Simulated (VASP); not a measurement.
The cell holds one BaTe (rock salt) (110) slab, with vacuum along c, ions free to move until forces fall under 0.03 eV/Å, no reconstruction beyond this cell, dipole correction on. Ionisation potential and electron affinity count from the cell's own band edges, surface states included.

Data:

```xyz
8
Lattice="4.9280 0.0000 0.0000 0.0000 6.9693 0.0000 0.0000 0.0000 24.7902" Properties=species:S:1:pos:R:3 pbc="T T T"
Ba     0.0000     0.0000     8.8945
Ba     2.4640     3.4846    11.0429
Ba     0.0000     0.0000    13.7473
Ba     2.4640     3.4846    15.8957
Te     2.4640     0.0000    11.1478
Te     0.0000     3.4846     8.7231
Te     2.4640     0.0000    16.0671
Te     0.0000     3.4846    13.6424
```

The numbers are results of PBEsol GGA, VASP's PBE PAW potentials (set 64) (plane waves; VASP), not measurements. Settings: 400 eV cut-off, 4×3×1 Γ-centred mesh, Gaussian smearing of 0.050 eV, potentials Ba_sv Te.

Slab and bulk use different k-meshes, so the surface energy is good to a few per cent at best.

- surface energy: 0.55 J/m²
- ionisation potential: 4.04 eV
- electron affinity: 2.54 eV

The cell is a thin slab with vacuum, built from BaTe (rock salt): (110) face.
